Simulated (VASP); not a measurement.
Data:

```
CELL_PARAMETERS angstrom
      2.54445     0.00000     0.00000
      0.00000     2.54445     0.00000
      0.00000     0.00000     2.54445
ATOMIC_POSITIONS crystal
  Si 0.00000 0.00000 0.00000
  C  0.50000 0.50000 0.50000
```

Method: PBEsol GGA, VASP's PBE PAW potentials (set 64) (plane waves; VASP 6.6.1). Settings: 620 eV cut-off, 14×14×14 Γ-centred mesh, first-order Methfessel-Paxton smearing of 0.10 eV, potentials Si C.

**Question.** Predict the energy per atom (σ→0), pressure, band gap (on the k-mesh) with the smallest direct gap where there is one.

**Answer.** 
```yaml
band gap (on the k-mesh): none (metal, semimetal or under 0.01 eV)
energy per atom (σ→0): -5.925 eV/atom
pressure: 19.95 GPa
```

The absolute energy has meaning only against runs of the same code, potentials and settings.

The structure was generated: SiC was put into the CsCl type type (Pm-3m), which need not be its known phase. It was relaxed first under an external pressure of 20 GPa.
